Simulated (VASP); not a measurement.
# ZrC(111), strained in VASP

Aim: model ZrC(111), strained by a slab and find how far its highest filled level lies below the vacuum.

Method: PBEsol; plane waves and PAW (Zr_sv, C), in VASP 6.6.1.

Most raw output is cut from this account.

### 1. The structure

The cell holds 7 atoms: 4 Zr and 3 C. Its edges and angles: a = 3.267 Å, b = 3.267 Å, c = 26.253 Å, α = 90.0°, β = 90.0°, γ = 120.0°. Vacuum lies along c.

Structure file:

```
Zr C
1.0
     3.26683    0.00000    0.00000
    -1.63342    2.82916    0.00000
     0.00000    0.00000   26.25322
Zr C
4 3
Direct
  0.66667 0.33333 0.34282
  0.33333 0.66667 0.44761
  0.00000 0.00000 0.55239
  0.66667 0.33333 0.65718
  0.00000 0.00000 0.39521
  0.66667 0.33333 0.50000
  0.33333 0.66667 0.60479
```

### 2. Surface relaxation

All atoms relax at the fixed cell.

The input, INCAR:

```
SYSTEM = Zr4C3
PREC = Normal
ENCUT = 400
EDIFF = 1E-05
NELM = 120
ISMEAR = -1
SIGMA = 0.1
LREAL = .FALSE.
ALGO = Fast
GGA = PS
NBANDS = 37
LASPH = .TRUE.
LORBIT = 11
LWAVE = .FALSE.
LCHARG = .FALSE.
KPAR = 2
IBRION = 2
NSW = 40
ISIF = 2
EDIFFG = -0.03
POTIM = 0.4
MAXMIX = 40
IDIPOL = 3
LDIPOL = .TRUE.
DIPOL = 0.5 0.5 0.5
```

The input, POSCAR:

```
Zr4C3
1.0
    3.2668333300      0.0000000000      0.0000000000
   -1.6334166600      2.8291606500      0.0000000000
    0.0000000000      0.0000000000     26.2532156102
Zr C
4 3
Direct
    0.6666666700      0.3333333300      0.3428151482
    0.3333333300      0.6666666700      0.4476050494
    0.0000000000      0.0000000000      0.5523949506
    0.6666666700      0.3333333300      0.6571848518
    0.0000000000      0.0000000000      0.3952100988
    0.6666666700      0.3333333300      0.5000000000
    0.3333333300      0.6666666700      0.6047899012
```

The input, KPOINTS:

```
Automatic mesh
0
Gamma
12 12 1
0 0 0
```

Potentials, in the order of the species: Zr_sv and C (PBE family, release 64).

Command:

```bash
> mpirun -np 2 vasp_std
```

Elapsed: 3.2 min, on 2 MPI ranks of Intel Xeon Platinum 8488C (Sapphire Rapids), shared host; peak memory 0.47 GiB.

The PAW data sets were made with PBE, which is usual practice but a small mismatch for other functionals. The run keeps the 12 symmetry operations of its start, so it cannot find a distortion of lower symmetry.

Step by step:

| step | energy less that of the first step (eV) | largest force (eV/Å) |
| --- | --- | --- |
| 1 | 0.0000 | 2.0100 |
| 2 | -0.4085 | 1.0648 |
| 3 | -0.5101 | 0.3607 |
| 4 | -0.5105 | 0.3677 |
| 5 | -0.5254 | 0.2528 |
| 6 | -0.5291 | 0.2944 |
| 7 | -0.5398 | 0.2429 |
| 8 | -0.5543 | 0.0581 |
| 9 | -0.5543 | 0.0515 |
| 10 | -0.5546 | 0.0084 |

The atoms that moved most (Å):

| atom | dx | dy | dz | length |
| --- | --- | --- | --- | --- |
| Zr1 | 0.000 | 0.000 | 0.205 | 0.205 |
| Zr4 | 0.000 | 0.000 | -0.205 | 0.205 |
| Zr3 | 0.000 | 0.000 | -0.070 | 0.070 |
| Zr2 | 0.000 | 0.000 | 0.070 | 0.070 |
| C7 | 0.000 | 0.000 | 0.041 | 0.041 |
| C5 | 0.000 | 0.000 | -0.041 | 0.041 |

Final coordinates:

```cif
data_structure
_symmetry_space_group_name_H-M 'P 1'
_symmetry_Int_Tables_number 1
_cell_length_a 3.2668
_cell_length_b 3.2668
_cell_length_c 26.2532
_cell_angle_alpha 90.000
_cell_angle_beta 90.000
_cell_angle_gamma 120.000
_cell_volume 242.64
loop_
_atom_site_label
_atom_site_type_symbol
_atom_site_fract_x
_atom_site_fract_y
_atom_site_fract_z
_atom_site_occupancy
Zr1 Zr 0.66667 0.33333 0.35064 1
Zr2 Zr 0.33333 0.66667 0.45027 1
Zr3 Zr 0.00000 0.00000 0.54973 1
Zr4 Zr 0.66667 0.33333 0.64936 1
C5 C 0.00000 0.00000 0.39364 1
C6 C 0.66667 0.33333 0.50000 1
C7 C 0.33333 0.66667 0.60636 1
```

Numbers from this step:

| Quantity | Value |
| --- | --- |
| electronic cycles | 110 |
| electrons | 60 |
| free energy (TOTEN) | -69.2098 eV |
| energy at zero smearing | -69.1292 eV |
| Fermi energy | 1.522 eV |
| labelled metallic, from the levels on this mesh | yes |
| dipole moment | 0, 0, 2.00e-6 e·Å |

The run ended after 10 ionic steps, 0.555 eV below its first step, once the forces on the free atoms met EDIFFG = -0.03.

Only the dipole across the slab is computed (IDIPOL = 3); zeros along the plane are no results.

### 3. Vacuum level and density of states

A static run writes the electrostatic potential without exchange and correlation (LVHAR), which is flat in the vacuum and gives the level to count from. The dipole correction cancels the field that unlike faces would set up across the vacuum.

The input, INCAR:

```
SYSTEM = Zr4C3
PREC = Normal
ENCUT = 400
EDIFF = 1E-06
NELM = 120
ISMEAR = -1
SIGMA = 0.1
LREAL = .FALSE.
ALGO = Fast
GGA = PS
NBANDS = 48
LASPH = .TRUE.
LORBIT = 11
LWAVE = .FALSE.
LCHARG = .TRUE.
IDIPOL = 3
LDIPOL = .TRUE.
DIPOL = 0.5 0.5 0.5
LVHAR = .TRUE.
LVACPOTAV = .TRUE.
LELF = .TRUE.
NEDOS = 1500
```

The input, POSCAR:

```
Zr4C3
1.0
    3.2668333300      0.0000000000      0.0000000000
   -1.6334166600      2.8291606500      0.0000000000
    0.0000000000      0.0000000000     26.2532156102
Zr C
4 3
Direct
    0.6666666700      0.3333333300      0.3506395498
    0.3333333300      0.6666666700      0.4502744587
    0.0000000000      0.0000000000      0.5497255413
    0.6666666700      0.3333333300      0.6493604502
    0.0000000000      0.0000000000      0.3936362396
    0.6666666700      0.3333333300      0.5000000000
    0.3333333300      0.6666666700      0.6063637604
```

KPOINTS is that of step 2.

Command:

```bash
> mpirun -np 2 vasp_std
```

The job ended after 58 s (2 MPI ranks; peak memory 0.37 GiB).

This step gave:

| Quantity | Value |
| --- | --- |
| electronic cycles | 25 |
| free energy (TOTEN) | -69.2097 eV |
| energy at zero smearing | -69.1291 eV |
| Fermi energy | 1.519 eV |
| DOS at the Fermi level | 4.908 states/eV/cell |
| dipole moment | 0, 0, 0 e·Å |
| vacuum levels | 5.995, 5.995 eV |
| work functions of the upper and lower face | 4.475, 4.475 eV |

The density of states has structure finer than the step of the table below, so its rows give means over 1 eV, whole bins alone (the curve runs from -12.0 to 7.92 eV). Peaks (eV: height): total -2.8: 11.1, -0.2: 5.17, 2.7: 5.89, 4.2: 7.91; Zr s -10.1: 0.180, -4.2: 0.349, -3.4: 0.234, 6.5: 0.212; Zr p -9.8: 0.239, -4.2: 0.119, -2.7: 0.474, 0.2: 0.180; Zr d -2.9: 3.19, 2.7: 3.33, 4.2: 5.14, 5.8: 2.42; C s -9.9: 2.19.

Means over bins of 0.084 eV. The density of states by energy, zero at the Fermi level; means over each step; values in states/eV/cell:

| energy (eV) | total | Zr s | Zr p | Zr d | C s | C p |
| --- | --- | --- | --- | --- | --- | --- |
| -11 | 0.519 | 0.0546 | 0.0175 | 0.0129 | 0.196 | 8.9e-4 |
| -10 | 4.02 | 0.135 | 0.184 | 0.394 | 1.70 | 0.00584 |
| -9 | 1.44 | 0.0324 | 0.0904 | 0.113 | 0.632 | 0.00374 |
| -8 | 0.00185 | 5.9e-6 | 1.0e-4 | 8.6e-5 | 8.2e-4 | 0 |
| -7 | 0 | 0 | 0 | 0 | 0 | 0 |
| -6 | 0.0830 | 0.0102 | 5.7e-4 | 0.0153 | 1.5e-4 | 0.0148 |
| -5 | 1.67 | 0.165 | 0.0290 | 0.337 | 0.0104 | 0.327 |
| -4 | 3.36 | 0.241 | 0.0894 | 0.726 | 0.0274 | 0.721 |
| -3 | 9.18 | 0.135 | 0.347 | 2.60 | 0.0217 | 2.29 |
| -2 | 3.57 | 0.0176 | 0.125 | 1.13 | 0.0117 | 0.817 |
| -1 | 1.77 | 0.0179 | 0.0349 | 0.699 | 0.00557 | 0.224 |
| 0 | 4.77 | 0.0562 | 0.158 | 1.90 | 0.00988 | 0.161 |
| 1 | 2.84 | 0.00974 | 0.0495 | 1.42 | 0.00376 | 0.206 |
| 2 | 4.10 | 0.0207 | 0.0557 | 2.20 | 0.0120 | 0.295 |
| 3 | 4.67 | 0.0374 | 0.0453 | 2.81 | 0.0209 | 0.320 |
| 4 | 6.36 | 0.0512 | 0.0417 | 4.18 | 0.0374 | 0.454 |
| 5 | 6.25 | 0.0973 | 0.0342 | 3.94 | 0.0466 | 0.516 |
| 6 | 3.66 | 0.120 | 0.0424 | 1.97 | 0.0794 | 0.265 |
| 7 | 3.09 | 0.125 | 0.0670 | 1.50 | 0.155 | 0.281 |

Zero at the Fermi level. Planar average of the electrostatic potential against height:

| height (Å) | planar average of the electrostatic potential (eV) |
| --- | --- |
| 0.0 | 4.48 |
| 0.5 | 4.48 |
| 1.0 | 4.48 |
| 1.5 | 4.48 |
| 2.0 | 4.48 |
| 2.5 | 4.48 |
| 3.0 | 4.48 |
| 3.5 | 4.48 |
| 4.0 | 4.48 |
| 4.5 | 4.47 |
| 5.0 | 4.47 |
| 5.5 | 4.45 |
| 6.0 | 4.40 |
| 6.5 | 4.24 |
| 7.0 | 3.81 |
| 7.5 | 2.70 |
| 8.0 | 0.163 |
| 8.5 | -7.76 |
| 9.0 | -16.8 |
| 9.5 | -15.8 |
| 10.0 | -9.98 |
| 10.5 | -6.11 |
| 11.0 | -5.58 |
| 11.5 | -14.9 |
| 12.0 | -16.6 |
| 12.5 | -8.71 |
| 13.0 | -6.05 |
| 13.5 | -6.77 |
| 14.0 | -13.1 |
| 14.5 | -17.2 |
| 15.0 | -10.3 |
| 15.5 | -4.82 |
| 16.0 | -7.05 |
| 16.5 | -12.4 |
| 17.0 | -17.6 |
| 17.5 | -13.2 |
| 18.0 | -2.73 |
| 18.5 | 1.63 |
| 19.0 | 3.37 |
| 19.5 | 4.08 |
| 20.0 | 4.34 |
| 20.5 | 4.43 |
| 21.0 | 4.46 |
| 21.5 | 4.47 |
| 22.0 | 4.47 |
| 22.5 | 4.48 |
| 23.0 | 4.48 |
| 23.5 | 4.48 |
| 24.0 | 4.48 |
| 24.5 | 4.48 |
| 25.0 | 4.48 |
| 25.5 | 4.48 |
| 26.0 | 4.48 |

Density of states in the PAW spheres, an atom over height of the layer and energy from the Fermi level.

Ten even steps from '0' (0.00 states/eV) to '9' (0.97 states/eV), each cell a mean:
```
9020209
9020209
6020206
2010102
1011101
1012101
1133311
4478744
8999998
7885887
3431343
2211122
3321233
1121211
0011100
0000000
0000000
0000000
0000000
0000000
0000000
0000000
```
Columns: height of the layer (Å) from 9.2 to 17 (not evenly spaced); rows upwards: energy from the Fermi level (eV) from -7.9 to 0.5.

Electrostatic potential energy in the ca plane at fractional y = 0.333, with atoms of Zr and C within 0.2 Å of it. With pseudopotentials it is smooth inside the atoms' cores, unlike the true potential.

Ten even steps from '0' (-58 eV) to '9' (6 eV), each cell a mean:
```
99999999999999999985335899988888888889987434
99999999999999999861001589999853379999983000
99999999999999999850000489999835369999972000
99999999999999999862002689999863479999984100
99999999999999999986446899988888888889987545
99999999999999999998888999876789987678999888
99999999999999999999999998865789986578899999
99999999999999999998888999877899987778999888
```
Columns run along c (16.0 Å, from fractional 0.07 to 0.68 of the cell; values clipped at the 3rd and 97th percentile), rows up along a (3.3 Å). Atoms in or near the plane, at fractional coordinates: Zr at (0.35, 0.67), Zr at (0.65, 0.67), C at (0.50, 0.67).

Valence density in the ca plane at fractional y = 0.333, with atoms of Zr and C within 0.2 Å of it. It is the smooth field of the valence electrons, not physical close to the nuclei.

Ten steps, logarithmic in the rise over the least value, from '0' (0.0 e/Å³) to '9' (5.6 e/Å³), each cell a mean:
```
00000000000000001135776433333455544333345676
00000000000000001248998532223567754322346898
00000000000000001258998632223567764322247999
00000000000000001247997532233567654322346898
00000000000000001135665433333455544333345666
00000000000000001122344444445433344444444433
00000000000000001112334444455433345554444332
00000000000000001123344444444434344444444443
```
Columns run along c (16.0 Å, from fractional 0.07 to 0.68 of the cell), rows up along a (3.3 Å). Atoms in or near the plane, at fractional coordinates: Zr at (0.35, 0.67), Zr at (0.65, 0.67), C at (0.50, 0.67).

ELF in the ca plane at fractional y = 0.333, with atoms of Zr and C within 0.2 Å of it. It is the smooth field of the valence electrons, not physical close to the nuclei.

Values, 5 rows by 16 columns, each cell a mean:
```
0.00 0.00 0.00 0.01 0.13 0.20 0.18 0.64 0.34 0.25 0.34 0.72 0.44 0.21 0.29 0.64
0.00 0.00 0.00 0.03 0.14 0.14 0.28 0.78 0.48 0.25 0.58 0.39 0.64 0.28 0.36 0.79
0.00 0.00 0.00 0.02 0.14 0.19 0.18 0.64 0.34 0.25 0.36 0.70 0.45 0.22 0.31 0.64
0.00 0.00 0.00 0.01 0.23 0.40 0.28 0.21 0.53 0.32 0.24 0.32 0.23 0.26 0.57 0.25
0.00 0.00 0.00 0.02 0.14 0.45 0.29 0.21 0.54 0.32 0.23 0.29 0.24 0.27 0.58 0.23
```
Columns run along c (16.0 Å, from fractional 0.07 to 0.68 of the cell), rows up along a (3.3 Å). Atoms in or near the plane, at fractional coordinates: Zr at (0.35, 0.67), Zr at (0.65, 0.67), C at (0.50, 0.67).

The density of states holds every band computed, so its fall toward the upper end of the range is no gap.

The map of layer states is cut here 0.5 eV above the Fermi level, so it leaves out the states above that.

The vacuum level lies 4.48 eV above the Fermi level at the upper face; both faces agree, as the slab has next to no dipole.

The program found no field-free point at its default tolerance, and its printed vacuum level lies off the flat part of the planar average, by -0.01 eV at the upper face; the levels here are read from the flat part.

On this mesh the fine structure of the density of states is sampling noise, and high empty states may be cut by the number of bands.

### 4. The slab in a field, field -0.1

A field across the slab, with the atoms held, gives the electronic response: the dipole changes linearly with the field, and the energy has a linear term from the slab's own dipole and a quadratic one from its polarisability.

The input, INCAR:

```
SYSTEM = Zr4C3
PREC = Normal
ENCUT = 400
EDIFF = 1E-06
NELM = 120
ISMEAR = -1
SIGMA = 0.1
LREAL = .FALSE.
ALGO = Fast
GGA = PS
NBANDS = 37
LASPH = .TRUE.
LORBIT = 11
LWAVE = .FALSE.
LCHARG = .FALSE.
KPAR = 2
IDIPOL = 3
LDIPOL = .TRUE.
DIPOL = 0.5 0.5 0.5
EFIELD = -0.1
LVHAR = .TRUE.
```

POSCAR is that of step 3.

KPOINTS is that of step 3.

Command:

```bash
> mpirun -np 2 vasp_std
```

Run time: 55 s. Hardware: 2 MPI ranks; peak memory 0.45 GiB.

Numbers from this step:

* electronic cycles: 29
* free energy (TOTEN): -69.2130 eV
* energy at zero smearing: -69.1324 eV
* Fermi energy: 1.518 eV
* dipole moment: 0, 0, -0.06472 e·Å

Zero at the Fermi level. The planar average of the electrostatic potential by height:

| height (Å) | planar average of the electrostatic potential (eV) |
| --- | --- |
| 0.0 | 4.48 |
| 0.5 | 3.85 |
| 1.0 | 3.90 |
| 1.5 | 3.95 |
| 2.0 | 4.00 |
| 2.5 | 4.05 |
| 3.0 | 4.10 |
| 3.5 | 4.15 |
| 4.0 | 4.20 |
| 4.5 | 4.25 |
| 5.0 | 4.29 |
| 5.5 | 4.32 |
| 6.0 | 4.31 |
| 6.5 | 4.20 |
| 7.0 | 3.80 |
| 7.5 | 2.70 |
| 8.0 | 0.172 |
| 8.5 | -7.75 |
| 9.0 | -16.8 |
| 9.5 | -15.8 |
| 10.0 | -9.98 |
| 10.5 | -6.11 |
| 11.0 | -5.59 |
| 11.5 | -14.9 |
| 12.0 | -16.6 |
| 12.5 | -8.71 |
| 13.0 | -6.05 |
| 13.5 | -6.77 |
| 14.0 | -13.1 |
| 14.5 | -17.2 |
| 15.0 | -10.3 |
| 15.5 | -4.82 |
| 16.0 | -7.05 |
| 16.5 | -12.4 |
| 17.0 | -17.6 |
| 17.5 | -13.2 |
| 18.0 | -2.74 |
| 18.5 | 1.62 |
| 19.0 | 3.37 |
| 19.5 | 4.11 |
| 20.0 | 4.41 |
| 20.5 | 4.54 |
| 21.0 | 4.62 |
| 21.5 | 4.68 |
| 22.0 | 4.73 |
| 22.5 | 4.78 |
| 23.0 | 4.83 |
| 23.5 | 4.88 |
| 24.0 | 4.93 |
| 24.5 | 4.98 |
| 25.0 | 5.03 |
| 25.5 | 5.08 |
| 26.0 | 5.00 |

VASP counts the dipole in electrons times Å, so a positive number points the physical dipole along −c. A positive EFIELD is likewise a physical field along −c.

Energy at zero smearing: -69.13236 eV.

### 5. The slab in a field, field 0.1

INCAR: that of step 4 with these lines changed.

```diff
@@ -19,3 +19,3 @@
 DIPOL = 0.5 0.5 0.5
-EFIELD = -0.1
+EFIELD = 0.1
 LVHAR = .TRUE.
```

POSCAR is that of step 4.

KPOINTS is that of step 4.

Command:

```bash
> mpirun -np 2 vasp_std
```

Wall time 56 s (2 MPI ranks); peak memory 0.45 GiB; 1.8 min of CPU time.

Numbers from this step:

```yaml
dipole_moment: 0, 0, 0.06469 e·Å
```

The planar average of the electrostatic potential oscillates, so the rows of the table below give means over windows of 1 Å about each position, cut where the curve ends. Its maxima inside the range that stand out by 2 % of the span (Å: eV): 0.4: 5.12, 10.9: -4.49, 13.1: -5.93, 15.4: -4.49, 20.5: 4.32. Its minima: 9.2: -17.7, 11.8: -17.4, 14.5: -17.4, 17.0: -17.7.

Zero at the Fermi level. The planar average of the electrostatic potential by height; means over each step:

| height (Å) | planar average of the electrostatic potential (eV) |
| --- | --- |
| 0 | 4.93 |
| 1 | 5.06 |
| 2 | 4.96 |
| 3 | 4.86 |
| 4 | 4.76 |
| 5 | 4.65 |
| 6 | 4.47 |
| 7 | 3.72 |
| 8 | -0.765 |
| 9 | -15.0 |
| 10 | -10.1 |
| 11 | -7.72 |
| 12 | -14.8 |
| 13 | -6.57 |
| 14 | -12.6 |
| 15 | -10.4 |
| 16 | -7.92 |
| 17 | -15.9 |
| 18 | -3.99 |
| 19 | 3.19 |
| 20 | 4.25 |
| 21 | 4.30 |
| 22 | 4.22 |
| 23 | 4.12 |
| 24 | 4.02 |
| 25 | 3.92 |
| 26 | 3.91 |

Energy at zero smearing: -69.13237 eV.

### 6. Derived quantities

This step: slab, PBEsol; plane waves and PAW (VASP 6.6.1).

This step runs nothing: it gathers the runs above.

Numbers from this step:

```yaml
polarisability_per_area_of_the_slab_or_monolayer: 1.008 Å
```

VASP counts both for electrons: a positive EFIELD is a field along -c, and a positive dipole, in electrons times A, points along -c. Field, by row:

| EFIELD (eV/Å) | dipole along z (e Å) | energy change (eV) |
| --- | --- | --- |
| -0.1 | -0.06472 | -0.003261 |
| 0 | 0 | 0 |
| 0.1 | 0.06469 | -0.003263 |

The polarisability is the slope of the dipole against the field, as a volume for each unit of area.

### 7. Outcome

```json
{"work function of the slab": "4.48 eV", "polarisability per area of the slab or monolayer": "1.01 Å"}
```

In words: The work function is 4.48 eV at both faces. The atom that ends on top (Zr) moved inwards by 0.21 Å, counted from the mean of all atoms. The cell in the plane was kept as given and was not relaxed here.

[Lines on the potential files, build, host, timing and source positions are cut from VASP's logs without a mark.]

[Logs are printed without paths, hosts, clocks, repeated set-up lines and the standing remarks that a program may print on its own settings, such as how far it seeks lower states.]

[Hosts, paths, dates, database ids (printed as entryN), source tags and the programs' standing remarks are cut or masked in the printed files.]

[In band tables of VASP the shares of atoms and orbitals are scaled to a sum of 1 inside the atoms' spheres.]

[Runs that stopped without an error message from VASP are left out.]
